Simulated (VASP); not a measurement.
# ZrSi (relaxed from the CoSn structure, space group P6/mmm): computed properties

Level of theory: PBEsol GGA, VASP's PBE PAW potentials (set 64) (plane waves; VASP).

* **space group**: P6/mmm (191)
* **cell**: a = b = 6.174 Å, c = 4.013 Å, α = β = 90.00°, γ = 120.00°
* **volume per atom**: 22.08 Å³/atom
* **band gap (over mesh and band path)**: none (metal, semimetal or under 0.01 eV)
* **density**: 4.49 g/cm³

Space group P6/mmm (No. 191); a = 6.1740 Å, b = 6.1740 Å, c = 4.0132 Å, α = 90.00°, β = 90.00°, γ = 120.00°

| atom | site | symmetry | x | y | z |
|---|---|---|---|---|---|
| Zr | 3f | mmm | 0.0000 | 0.5000 | 0.0000 |
| Si | 1a | 6/mmm | 0.0000 | 0.0000 | 0.0000 |
| Si | 2d | -6m2 | 0.3333 | 0.6667 | 0.5000 |

The structure was generated: ZrSi was put into the CoSn type (P6/mmm), which need not be its known phase. It was relaxed first, which changed the volume by -20 %. Symmetry was kept, so distortions that lower it aren't found.
